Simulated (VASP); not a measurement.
Method: PBEsol GGA, VASP's PBE PAW potentials (set 64) (plane waves; VASP).

The input files of a VASP run:

File POSCAR:
```
SiO2
4.9461270
  1.0000000265   0.0000000000   0.0000000000
 -0.5000000133   0.8660254557   0.0000000000
  0.0000000000   0.0000000000   1.1014782262
Si O
3 6
Cartesian
  0.7652032317   0.4066799918   0.3671590416
  0.2652032184   0.4593454639   0.0000000000
  0.4695935898   0.0000000000   0.7343191847
 -0.2215013621   0.6337781287   0.6041616612
  0.0618827529   0.3573105783   0.2370026196
  0.1596186093   0.7409622044   0.9713207028
  0.6596186225   0.1250632513   0.4973165651
  0.2784986510   0.2322473271   0.8644756066
  0.5618827661   0.5087148774   0.1301575235
```

### INCAR
```
! general
SYSTEM = SiO2
PREC   = Accurate
ENCUT  = 520
LREAL  = F
LASPH  = T

! electronic loop
EDIFF  = 1E-7
NELM   = 100
ALGO   = Normal

! smearing
ISMEAR = -5

! functional
GGA    = PS

! ions
ISIF   = 2

! output
LWAVE  = F
LCHARG = T
LORBIT = 11
NEDOS  = 601

! other
LEFG   = T
```

KPOINTS:
```
Automatic mesh
0
Gamma
6 6 5
0 0 0
```

POTCAR, in this order: Si O (PBE.64 set). Program: vasp_std.

The resulting files:

### OSZICAR
```
       N       E                     dE             d eps       ncg     rms          rms(c)
DAV:   1     0.312330237450E+03    0.31233E+03   -0.25620E+04  1566   0.153E+03
DAV:   2    -0.613848397474E+02   -0.37372E+03   -0.36518E+03  2076   0.340E+02
DAV:   3    -0.823236500077E+02   -0.20939E+02   -0.20862E+02  1836   0.908E+01
DAV:   4    -0.826083051619E+02   -0.28466E+00   -0.28413E+00  1844   0.115E+01
DAV:   5    -0.826141171080E+02   -0.58119E-02   -0.58096E-02  1811   0.160E+00    0.244E+01
DAV:   6    -0.740850316610E+02    0.85291E+01   -0.38378E+01  1801   0.343E+01    0.117E+01
DAV:   7    -0.740292196790E+02    0.55812E-01   -0.92918E-01  1913   0.528E+00    0.449E+00
DAV:   8    -0.740019415962E+02    0.27278E-01   -0.44238E-02  1826   0.180E+00    0.145E+00
DAV:   9    -0.740072780998E+02   -0.53365E-02   -0.15388E-02  1811   0.104E+00    0.344E-01
DAV:  10    -0.740089783797E+02   -0.17003E-02   -0.40167E-03  1826   0.365E-01    0.961E-02
DAV:  11    -0.740088901391E+02    0.88241E-04   -0.14534E-03  1836   0.227E-01    0.236E-02
DAV:  12    -0.740088920955E+02   -0.19564E-05   -0.53107E-05  1821   0.474E-02    0.148E-02
DAV:  13    -0.740088959874E+02   -0.38919E-05   -0.15661E-05  1831   0.222E-02    0.338E-03
DAV:  14    -0.740088964391E+02   -0.45170E-06   -0.67709E-07  1783   0.508E-03    0.865E-04
DAV:  15    -0.740088964311E+02    0.79272E-08   -0.54190E-08  1183   0.137E-03
   1 F= -.74008896E+02 E0= -.74008896E+02  d E =0.000000E+00
```

### OUTCAR
```
------------------------ aborting loop because EDIFF is reached ----------------------------------------
  FORCE on cell =-STRESS in cart. coord.  units (eV):
  Direction    XX          YY          ZZ          XY          YZ          ZX
  --------------------------------------------------------------------------------------
  Total        0.0812037      0.0812037      0.0022850      0.0000000      0.0000000      0.0000000
  in kB        1.1271559      1.1271560      0.0317173      0.0000000      0.0000000      0.0000000
  external PRESSURE =       0.7620097 kB  Pullay stress =       0.0000000 kB
  volume of cell :      115.43
      direct lattice vectors                 reciprocal lattice vectors
     4.946127131  0.000000000  0.000000000     0.202178386  0.116727742  0.000000000
    -2.473063566  4.283471889  0.000000000     0.000000000  0.233455483  0.000000000
     0.000000000  0.000000000  5.448051195     0.000000000  0.000000000  0.183551873
 POSITION                                       TOTAL-FORCE (eV/Angst)
 -----------------------------------------------------------------------------------
     -1.16133      2.01149      1.81602        -0.000560      0.000970      0.000000
      1.31173      2.27198      0.00000        -0.000560     -0.000970      0.000000
      2.32267      0.00000      3.63204         0.001120      0.000000      0.000000
     -1.09557      3.13475      2.98826         0.003373      0.000075     -0.006160
      0.30608      1.76730      1.17225        -0.001751      0.002883     -0.006160
      0.78949      3.66489      4.80428        -0.001621     -0.002958     -0.006160
      3.26256      0.61858      2.45979        -0.001621      0.002958      0.006160
      1.37749      1.14872      4.27581         0.003373     -0.000075      0.006160
      2.77914      2.51617      0.64378        -0.001751     -0.002883      0.006160
 -----------------------------------------------------------------------------------
    total drift:                               -0.001754     -0.001779      0.000002
  FREE ENERGIE OF THE ION-ELECTRON SYSTEM (eV)
  ---------------------------------------------------
  free  energy   TOTEN  =       -74.0088964311 eV

  energy  without entropy=      -74.0088964311  energy(sigma->0) =      -74.00889643

 total charge

# of ion       s       p       d       tot
------------------------------------------
    1        0.646   0.995   0.000   1.641
    2        0.646   0.995   0.000   1.641
    3        0.646   0.995   0.000   1.641
    4        1.545   3.676   0.000   5.221
    5        1.545   3.676   0.000   5.221
    6        1.545   3.676   0.000   5.221
    7        1.545   3.676   0.000   5.221
    8        1.545   3.676   0.000   5.221
    9        1.545   3.676   0.000   5.221
--------------------------------------------------
tot         11.207  25.040   0.000  36.247

 Electric field gradients after diagonalization (V/A^2)
 (convention: |V_zz| > |V_xx| > |V_yy|)
----------------------------------------------------------------------
 ion       V_xx      V_yy      V_zz     asymmetry (V_yy - V_xx)/ V_zz
----------------------------------------------------------------------
   1      -6.104    -1.511     7.614       0.603
   2      -6.104    -1.510     7.614       0.603
   3      -6.104    -1.511     7.614       0.603
   4     -53.970   -34.465    88.435       0.221
   5     -53.969   -34.465    88.435       0.221
   6     -53.971   -34.464    88.434       0.221
   7     -53.970   -34.465    88.435       0.221
   8     -53.969   -34.465    88.435       0.221
   9     -53.971   -34.464    88.435       0.221
```
(Selected blocks of OUTCAR.)

The structure comes from a computed database's SiO2 entry (P3_221); how it stands against other phases isn't given here. It was relaxed first.
